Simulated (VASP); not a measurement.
# Ta3AsAu2O13 (P1) in VASP: settings compared

The runs below take Ta3AsAu2O13 through relaxation of cell and atoms, with PBE, RPBE, revPBE.

Everything below comes from runs of VASP 6.6.1. Logs are shortened: lines on timing, memory, paths and dates and some standing lists are left out, and cuts for length are marked.

## Step 1: The structure

The typed cell holds 19 atoms: a = 5.724 Å, b = 6.389 Å, c = 8.473 Å, α = 80.92°, β = 88.19°, γ = 78.31°.

The cell was built by a generator and needn't be a form met in nature.

## Step 2: Relaxation of cell and atoms, PBE

Contents of INCAR:

```
SYSTEM = Ta3AsAu2O13
  ALGO = Normal
  EDIFF = 1E-6
  EDIFFG = -0.005
  ENCUT = 600
  GGA = PE
  IBRION = 2
  ISIF = 3
  ISMEAR = -1
  KPAR = 4
  LASPH = .TRUE.
  LCHARG = .FALSE.
  LREAL = .FALSE.
  LWAVE = .FALSE.
  NELM = 100
  NSW = 40
  PREC = Accurate
  SIGMA = 0.05
```

Contents of KPOINTS:

```
k-points
0
G
  5 5 4
  0 0 0
```

Contents of POSCAR:

```
Ta3AsAu2O13
1.0
    5.7238600000      0.0000000000      0.0000000000
    1.2946400000      6.2566800000      0.0000000000
    0.2681600000      1.3098200000      8.3663700000
Ta As Au O
3 1 2 13
Direct
    0.2171300000      0.3052100000      0.5843100000
    0.0332500000      0.1112300000      0.9985500000
    0.5824800000      0.6214500000      0.5048200000
    0.5870700000      0.8969100000      0.8304900000
    0.5800400000      0.0922800000      0.1861300000
    0.0448500000      0.8207700000      0.4468200000
    0.6620100000      0.6972600000      0.7108800000
    0.5163200000      0.1341800000      0.6962500000
    0.8509800000      0.8877300000      0.9193200000
    0.3446600000      0.8700300000      0.9465100000
    0.7301500000      0.2924000000      0.0309500000
    0.2462200000      0.2180900000      0.1107500000
    0.1290000000      0.0939800000      0.4910400000
    0.4803200000      0.3888700000      0.4349900000
    0.0596600000      0.2668500000      0.7859400000
    0.9333000000      0.5324000000      0.4564500000
    0.4997500000      0.8516100000      0.3497100000
    0.2525600000      0.6298800000      0.6247300000
    0.9187800000      0.9517500000      0.2263600000
```

Potentials or basis: VASP PAW PBE potentials, release 64 (Ta_pv, As, Au, O).

Started as:

```sh
cat potpaw_PBE.64/Ta_pv/POTCAR potpaw_PBE.64/As/POTCAR potpaw_PBE.64/Au/POTCAR potpaw_PBE.64/O/POTCAR > POTCAR
mpirun -np 4 vasp_std > vasp.out
```

OUTCAR:

```text
SYSTEM = Ta3AsAu2O13
   EDIFF = 1E-6
   EDIFFG = -0.005
   ENCUT = 600
   GGA = PE
   IBRION = 2
   ISIF = 3
   ISMEAR = -1
   LASPH = .TRUE.
   LREAL = .FALSE.
   NELM = 100
   NSW = 40
   PREC = Accurate

 ion  position               nearest neighbor table
   1  0.217  0.305  0.584-  13 1.83  15 1.91   8 2.01  14 2.04  16 2.14  18 2.20   3 3.18   6 3.27

   2  0.033  0.111  0.999-  12 1.86  11 1.92  15 1.93   9 2.13  19 2.18  10 2.19   5 3.01   5 3.53

   3  0.582  0.621  0.505-  17 1.81  14 1.88   7 1.97  16 2.02  18 2.11   6 3.11   6 3.15   1 3.18

   4  0.587  0.897  0.830-   9 1.70  10 1.70   8 1.73   7 1.73
   5  0.580  0.092  0.186-  19 1.98  11 1.99  12 2.00  17 2.02   2 3.01   6 3.50   2 3.53
   6  0.045  0.821  0.447-  13 1.99  19 2.01  18 2.03  16 2.06  17 2.74   3 3.11   3 3.15   1 3.27
                             5 3.50
   7  0.662  0.697  0.711-   4 1.73   3 1.97
   8  0.516  0.134  0.696-   4 1.73   1 2.01
   9  0.851  0.888  0.919-   4 1.70   2 2.13
  10  0.345  0.870  0.947-   4 1.70   2 2.19
  11  0.730  0.292  0.031-   2 1.92   5 1.99
  12  0.246  0.218  0.111-   2 1.86   5 2.00
  13  0.129  0.094  0.491-   1 1.83   6 1.99
  14  0.480  0.389  0.435-   3 1.88   1 2.04
  15  0.060  0.267  0.786-   1 1.91   2 1.93
  16  0.933  0.532  0.456-   3 2.02   6 2.06   1 2.14
  17  0.500  0.852  0.350-   3 1.81   5 2.02   6 2.74
  18  0.253  0.630  0.625-   6 2.03   3 2.11   1 2.20
  19  0.919  0.952  0.226-   5 1.98   6 2.01   2 2.18

  LATTYP: Found a triclinic cell.
 ALAT       =     6.3892204025
 B/A-ratio  =     1.1997974441
 C/A-ratio  =     1.8521233300
 COS(alpha) =     0.0115988810
 COS(beta)  =     0.5249493820
 COS(gamma) =     0.6821756151

  Lattice vectors:

 A1 = (  -1.2946400000,  -6.2566800000,   0.0000000000)
 A2 = (   4.4292200000,  -6.2566800000,   0.0000000000)
 A3 = (  -6.7503400000,  -4.9468600000,   8.3663700000)

Analysis of symmetry for initial positions (statically):
=====================================================================
 Subroutine PRICEL returns:
 Original cell was already a primitive cell.

 Routine SETGRP: Setting up the symmetry group for a
 triclinic supercell.

 Subroutine GETGRP returns: Found  1 space group operations
 (whereof  1 operations were pure point group operations)
 out of a pool of  2 trial point group operations.

The static configuration has the point symmetry C_1 .

Analysis of symmetry for dynamics (positions and initial velocities):
=====================================================================
 Subroutine PRICEL returns:
 Original cell was already a primitive cell.

 Routine SETGRP: Setting up the symmetry group for a
 triclinic supercell.

 Subroutine GETGRP returns: Found  1 space group operations
 (whereof  1 operations were pure point group operations)
[... 164 lines left out ...]
   IVDW    =     0    specifies the selected vdW correction
   LEPSILON=     F    determine dielectric tensor
   LRPA    =     F    only Hartree local field effects (RPA)
 conjugate gradient relaxation of ions
 non-spin polarized calculation
  energy-cutoff  :      600.00
  volume of cell :      299.62
 maximum number of plane-waves:     10027
 NGX is ok and might be reduce to    48
   NGX = 23   NGY = 25   NGZ = 33

--------------------------------------- Ionic step        1  -------------------------------------------

 number of electron     137.9999998 magnetization

 Free energy of the ion-electron system (eV)
  ---------------------------------------------------
  ext. energy  EPLUGINS =         0.00000000
  ---------------------------------------------------
  free energy    TOTEN  =      -142.68951832 eV

  energy without entropy =     -142.68951521  energy(sigma->0) =     -142.68951676

------------------------ aborting loop because EDIFF is reached ----------------------------------------

  FORCE on cell =-STRESS in cart. coord.  units (eV):
  Direction    XX          YY          ZZ          XY          YZ          ZX
  --------------------------------------------------------------------------------------
  -------------------------------------------------------------------------------------
  Total        1.5876980      1.2245422      1.2885388      0.1337437     -0.0330735      0.0235768
  in kB        8.4900150      6.5480852      6.8902991      0.7151776     -0.1768562      0.1260739
  external PRESSURE =       7.3094664 kB  Pullay stress =       0.0000000 kB
[... 140 lines left out ...]
  FREE ENERGIE OF THE ION-ELECTRON SYSTEM (eV)
  ---------------------------------------------------
  free  energy   TOTEN  =      -142.6962548881 eV

  energy  without entropy=     -142.6962511720  energy(sigma->0) =     -142.69625303

[... ionic steps 4 to 31 ...]

--------------------------------------- Ionic step       32  -------------------------------------------

 number of electron     137.9999996 magnetization

------------------------ aborting loop because EDIFF is reached ----------------------------------------
[... 101 lines left out ...]
--------------------------------------- Ionic step       34  -------------------------------------------

 number of electron     137.9999996 magnetization

 Free energy of the ion-electron system (eV)
  ---------------------------------------------------
  ext. energy  EPLUGINS =         0.00000000
  ---------------------------------------------------
  free energy    TOTEN  =      -142.69846787 eV

  energy without entropy =     -142.69846462  energy(sigma->0) =     -142.69846625

 E-fermi :   1.2794     XC(G=0):  -9.2133

 val. band max:        0.6360673923   @ k =   0.4000   0.0000   0.0000
 cond. band min:       1.8976148572   @ k =   0.0000   0.4000  -0.0000
 fundamental gap:      1.2615474648
 Fermi energy:         1.2793510515

 k-point     1 :       0.0000    0.0000    0.0000
  band No.  band energies     occupation
      1     -34.3157      2.00000
      2     -34.1913      2.00000
      3     -34.0684      2.00000
      4     -34.0170      2.00000
      5     -33.9990      2.00000
      6     -33.9438      2.00000
[... 2005 lines left out ...]
     80       5.7069      0.00000
     81       6.0751      0.00000

 [... further k-points ...]

 [bands above 81 left out]

------------------------ aborting loop because EDIFF is reached ----------------------------------------

  FORCE on cell =-STRESS in cart. coord.  units (eV):
  Direction    XX          YY          ZZ          XY          YZ          ZX
  --------------------------------------------------------------------------------------
  -------------------------------------------------------------------------------------
  Total        0.0044233      0.0056373     -0.0071536      0.0164665     -0.0053617      0.0126054
  in kB        0.0236725      0.0301697     -0.0382842      0.0881249     -0.0286948      0.0674615
  external PRESSURE =       0.0051860 kB  Pullay stress =       0.0000000 kB
[... 34 lines left out ...]
  FREE ENERGIE OF THE ION-ELECTRON SYSTEM (eV)
  ---------------------------------------------------
  free  energy   TOTEN  =      -142.6984678724 eV

  energy  without entropy=     -142.6984646182  energy(sigma->0) =     -142.69846625

 reached required accuracy - stopping structural energy minimisation
```

OSZICAR:

```text
N       E                     dE             d eps       ncg     rms          rms(c)
DAV:   1     0.129107198815E+04    0.12911E+04   -0.80302E+04  8380   0.180E+03
DAV:   2    -0.587161357383E+02   -0.13498E+04   -0.13092E+04  9700   0.438E+02
DAV:   3    -0.174450281255E+03   -0.11573E+03   -0.11469E+03  9824   0.130E+02
[... 222 lines left out ...]
DAV:   3    -0.142698463369E+03    0.17539E-06   -0.11274E-06  6448   0.519E-03
  33 F= -.14269846E+03 E0= -.14269846E+03  d E =-.400986E-05
       N       E                     dE             d eps       ncg     rms          rms(c)
DAV:   1    -0.142698467368E+03   -0.38236E-05   -0.25143E-03  8364   0.216E-01    0.210E-02
DAV:   2    -0.142698468499E+03   -0.11313E-05   -0.77774E-05  8470   0.381E-02    0.101E-02
DAV:   3    -0.142698467872E+03    0.62683E-06   -0.36877E-06  7944   0.918E-03
  34 F= -.14269847E+03 E0= -.14269847E+03  d E =-.450340E-05
```

Run time: 88 min. Hardware: 4 MPI ranks of Intel Xeon Platinum 8375C at 2.90GHz (Ice Lake), shared host; peak memory 1.4 GiB.

Results:

* Free energy: -142.6985 eV
* Relaxed volume: 15.76 Å³/atom
* Relaxed cell: a = 5.730 Å, b = 6.387 Å, c = 8.464 Å, α = 80.90°, β = 88.15°, γ = 78.19°
* Space group after relaxing (to 0.05 Å): P1 (No. 1)
* Energy gained by relaxing: 0.5 meV/atom
* Ionic steps: 34
* Pressure after relaxing: 0.0 GPa
* Largest force after relaxing: 0.004 eV/Å
* Band gap on the k mesh: 1.26 eV, indirect (least direct gap 1.32 eV)

Forces on the atoms (eV/Å):
```
Ta   0.001 -0.003  0.001
Ta   0.004  0.001  0.000
Ta  -0.001  0.001  0.000
As  -0.002  0.001  0.000
Au  -0.004  0.000  0.000
Au   0.000  0.000  0.001
O   -0.001  0.000  0.003
O    0.000  0.001  0.000
O    0.001  0.000  0.000
O    0.001 -0.001  0.001
O    0.000  0.001 -0.002
O   -0.001  0.001  0.000
O   -0.001  0.000 -0.002
O    0.000  0.001  0.000
O    0.000  0.001  0.001
O    0.001 -0.002 -0.003
O    0.001 -0.001 -0.001
O    0.001 -0.001  0.000
O    0.000  0.000  0.001
```

Step by step:
| step | energy change (eV) | largest force (eV/Å) | pressure (GPa) | volume (Å³) |
| --- | --- | --- | --- | --- |
| 1 | 0.0000 | 0.3593 | 0.73 | 299.62 |
| 2 | 0.0228 | 0.7486 | -1.74 | 302.75 |
| 3 | -0.0067 | 0.1466 | -0.09 | 300.62 |
| 4 | -0.0069 | 0.2465 | -0.08 | 300.54 |
| 5 | -0.0076 | 0.0757 | -0.08 | 300.58 |
| 6 | -0.0080 | 0.0559 | -0.01 | 300.28 |
| 7 | -0.0080 | 0.0543 | 0.00 | 300.30 |
| 8 | -0.0082 | 0.0517 | 0.00 | 300.12 |
| 9 | -0.0082 | 0.0478 | 0.00 | 300.13 |
| 10 | -0.0084 | 0.0319 | -0.02 | 300.00 |
| 11 | -0.0084 | 0.0606 | -0.03 | 299.89 |
| 12 | -0.0085 | 0.0446 | -0.02 | 299.94 |
| 13 | -0.0086 | 0.0297 | -0.01 | 299.78 |
| 14 | -0.0086 | 0.0363 | 0.00 | 299.73 |
| 15 | -0.0087 | 0.0281 | 0.01 | 299.58 |
| 16 | -0.0087 | 0.0284 | 0.02 | 299.51 |
| 17 | -0.0088 | 0.0151 | 0.00 | 299.48 |
| 18 | -0.0088 | 0.0167 | -0.01 | 299.47 |
| 19 | -0.0088 | 0.0129 | 0.01 | 299.42 |
| 20 | -0.0088 | 0.0146 | 0.01 | 299.41 |
| 21 | -0.0089 | 0.0166 | 0.02 | 299.39 |
| 22 | -0.0089 | 0.0189 | 0.02 | 299.39 |
| 23 | -0.0089 | 0.0090 | 0.00 | 299.41 |
| 24 | -0.0089 | 0.0153 | 0.01 | 299.42 |
| 25 | -0.0089 | 0.0090 | -0.02 | 299.46 |
| 26 | -0.0089 | 0.0085 | -0.02 | 299.46 |
| 27 | -0.0089 | 0.0102 | 0.01 | 299.42 |
| 28 | -0.0089 | 0.0088 | 0.00 | 299.43 |
| 29 | -0.0089 | 0.0092 | 0.00 | 299.43 |
| 30 | -0.0089 | 0.0051 | 0.00 | 299.42 |
| 31 | -0.0089 | 0.0087 | 0.00 | 299.41 |
| 32 | -0.0089 | 0.0061 | -0.01 | 299.40 |
| 33 | -0.0089 | 0.0068 | 0.00 | 299.39 |
| 34 | -0.0089 | 0.0037 | 0.00 | 299.37 |

Final structure:
```xyz
19
Lattice="5.7298 0.0052 0.0006 1.3017 6.2528 0.0010 0.2705 1.3102 8.3579" Properties=species:S:1:pos:R:3 pbc="T T T"
Ta    1.7999    2.6750    4.8801
Ta    0.6037    2.0061    8.3497
Ta    4.2841    4.5436    4.2162
As    4.7588    6.6963    6.9495
Au    3.4901    0.8335    1.5568
Au    1.4455    5.7166    3.7341
O     4.8972    5.2864    5.9411
O     3.3260    1.7591    5.8189
O     6.2920    6.7521    7.6935
O     3.3582    6.6811    7.9256
O     4.5674    1.8837    0.2557
O     1.7222    1.5240    0.9291
O     0.9940    1.2251    4.1050
O     3.3724    2.9977    3.6226
O     0.8986    2.6978    6.5682
O     6.1657    3.9284    3.8099
O     4.0661    5.7888    2.9209
O     2.4380    4.7536    5.2232
O     6.5621    6.2569    1.8934
```

Levels at points of the mesh, in eV from the valence-band top:
| k point | band 66 | band 67 | band 68 | band 69 | band 70 | band 71 | band 72 | band 73 |
| --- | --- | --- | --- | --- | --- | --- | --- | --- |
| (0.00, 0.00, 0.00) | -0.76 | -0.54 | -0.24 | -0.08 | 1.43 | 2.31 | 2.89 | 3.46 |
| (0.00, 0.00, 0.50) | -0.73 | -0.54 | -0.30 | -0.06 | 1.42 | 2.36 | 2.96 | 3.40 |

Caveat: spin-orbit coupling is left out, which moves the levels of the heavy elements; an odd mesh through Γ misses points on the zone boundary, where band edges often lie.

(Continued in part 2 of 2.)
